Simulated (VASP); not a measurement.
An input for Ansatz (written as the equivalent of a VASP run, and not itself run):

Ansatz 0.2 input:
```yaml
crystal:
  lattice:
    - [0.0000000, 2.9661200, 2.9661200]
    - [2.9661200, 0.0000000, 2.9661200]
    - [2.9661200, 2.9661200, 0.0000000]
  atoms:
    - { symbol: Pb, position: [0.0000000, 0.0000000, 0.0000000] }
    - { symbol: S, position: [0.5000000, 0.5000000, 0.5000000] }
kpoints:
  mp_grid: { grid: [9, 9, 9] }
hamiltonian:
  xc: pbe
  dispersion: d4
  pseudopotentials: { kind: paw }
scf:
  occupations: { method: tetrahedron }
  max_iter: 100
output: { forces: true, stress: true, eigenvalues: true }
```

Problem. Write the VASP files for the same calculation (PBE-D4).

Solution. This is not unique; one that fits is 
### INCAR
```
# general
SYSTEM  = PbS
PREC    = Accurate
ENCUT   = 520   # plane-wave cut-off (eV)
LREAL   = .FALSE.
LASPH   = .TRUE.   # aspherical one-centre terms

# electronic loop
EDIFF   = 1E-7   # SCF stop (eV)
NELM    = 100   # most electronic steps
ALGO    = Normal   # blocked Davidson
LMAXMIX = 4   # l cut-off of mixed one-centre charges

# smearing
ISMEAR  = -5

# functional
GGA     = PE   # PBE
IVDW    = 13

# ions
ISIF    = 2   # forces and stress, cell fixed

# output
LWAVE   = .FALSE.
LCHARG  = .TRUE.
LORBIT  = 11   # lm-projected
NEDOS   = 601   # DOS grid
```

KPOINTS:
```
K-points
0
Gamma
  9 9 9
0 0 0
```

POSCAR:
```
PbS
1
   -0.0000000000     2.9661199880     2.9661199880
    2.9661199880    -0.0000000000     2.9661199880
    2.9661199880     2.9661199880     0.0000000000
Pb S
1 1
Direct
  0.0000000000   0.0000000000   0.0000000000
  0.5000000000   0.5000000000   0.5000000000
```

POTCAR, in this order: Pb_d S (PBE.64 set). Program: vasp_std.

What does not carry over: each code has its own PAW files, so the cut-off isn't converted (ENCUT is set for VASP's; basis.ecutwfc is left out, and Ansatz then takes the one that its files recommend); Ansatz stops its SCF on the density residual and VASP on the energy change (EDIFF).

The compound is PbS in the rock salt structure. It was relaxed first.
